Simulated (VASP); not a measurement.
CaO:

```
Ca O
1.0
     0.00000    2.40750    2.40750
     2.40750    0.00000    2.40750
     2.40750    2.40750    0.00000
Ca O
1 1
Direct
  0.00000 0.00000 0.00000
  0.50000 0.50000 0.50000
```

The cell was built by a generator and isn't the measured one.

Base run:

* Program: VASP 6.6.1
* Functional: r2SCAN
* Potentials or basis: VASP PAW PBE potentials, release 64 (Ca_sv, O)
* Cutoff: 520 eV
* k mesh: 8 × 8 × 8
* Occupations: fermi-dirac, width 0.05 eV
* Spin: no spin polarisation

Its results: band gap on the k mesh 4.19 eV, indirect (least direct gap 4.57 eV); pressure -0.4 GPa.

Question: The run is repeated on the same cell with these changes: functional from r2SCAN to HSE06. What comes out?

Answer: Band gap on the k mesh 5.32 eV, indirect (least direct gap 5.74 eV); pressure -0.5 GPa.

HSE06 gives the wider gap, since exact exchange removes part of the self-interaction.

Caveats: the PAW data sets were made with another functional, which shifts forces and pressure a little.

A k mesh can miss the band edges.
